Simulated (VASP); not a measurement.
Data:

```xyz
8
Lattice="5.7482 0.0000 0.0000 0.0000 5.7482 0.0000 0.0000 0.0000 5.7482" Properties=species:S:1:pos:R:3 pbc="T T T"
Zn     0.0000     2.8741     2.8741
Zn     2.8741     0.0000     2.8741
Zn     2.8741     2.8741     5.7482
Cd     0.0000     0.0000     5.7482
Se     4.2453     4.2453     1.5029
Se     4.2453     1.5029     4.2453
Se     1.5029     1.5029     1.5029
Se     1.5029     4.2453     4.2453
```

Method: PBEsol GGA, VASP's PBE PAW potentials (set 64) (plane waves; VASP). Run with 400 eV cut-off, Gaussian smearing of 0.050 eV, potentials Zn Cd Se.

Problem. Give the energies of bands 28 to 41 at the high-symmetry points, in eV from the valence-band maximum.

Solution. 
| band | Γ | X | M | R |
|---|---|---|---|---|
| 28 | -2.20 | -2.84 | -3.96 | -4.91 |
| 29 | -2.20 | -2.67 | -2.67 | -1.10 |
| 30 | -2.20 | -2.67 | -2.42 | -1.10 |
| 31 | -2.12 | -2.64 | -2.40 | -0.89 |
| 32 | -2.12 | -2.63 | -2.40 | -0.89 |
| 33 | -2.12 | -1.35 | -1.20 | -0.89 |
| 34 | 0.00 | -1.35 | -0.84 | -0.66 |
| 35 | 0.00 | -1.04 | -0.76 | -0.66 |
| 36 | 0.00 | -1.04 | -0.76 | -0.66 |
| 37 | 0.98 | 3.58 | 3.81 | 2.35 |
| 38 | 2.89 | 3.71 | 3.81 | 2.35 |
| 39 | 2.89 | 3.93 | 3.98 | 2.35 |
| 40 | 2.89 | 4.05 | 4.37 | 2.55 |
| 41 | 3.17 | 5.27 | 5.69 | 6.08 |

The gap is direct, 0.98 eV, from the valence maximum at Γ to the conduction minimum at Γ.

The structure comes from a computed database's Zn3CdSe4 entry (P-43m); how it stands against other phases isn't given here. It was relaxed first.
